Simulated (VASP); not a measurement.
Consider the following.

```
TiS2
1.0
    1.70500    -2.95315     0.00000
    1.70500     2.95315     0.00000
    0.00000     0.00000     5.70000
Ti S
1 2
Direct
  0.00000   0.00000   0.00000
  0.33333   0.66667   0.25000
  0.66667   0.33333   0.75000
```

Method: PBEsol GGA, VASP's PBE PAW potentials (set 64) (plane waves; VASP). Run with 300 eV cut-off, 8×8×4 Γ-centred mesh, Gaussian smearing of 0.20 eV, potentials Ti_sv S.

Question: Give the energies of bands 7 to 15 at the high-symmetry points, in eV from the Fermi level.

Answer: 
```tsv
band	Γ	M	K	A	L	H
7	-5.37	-5.24	-4.28	-3.83	-5.34	-4.41
8	-2.74	-3.73	-4.11	-2.69	-4.51	-4.41
9	-2.74	-2.91	-4.11	-2.69	-2.80	-3.81
10	-0.01	-2.66	-2.64	-2.47	-2.78	-3.04
11	0.11	-2.60	-2.64	-0.07	-1.25	-2.18
12	0.11	-1.56	-2.34	-0.07	-1.23	-2.18
13	0.50	0.21	1.16	0.48	-0.07	1.18
14	0.50	1.54	1.80	0.48	1.54	1.47
15	0.90	1.95	1.80	1.50	1.91	1.47
```

It has no gap at this level: it comes out as a metal or semimetal.

The structure is a typed TiS2 crystal (P-3m1). The cell was not relaxed at this level.
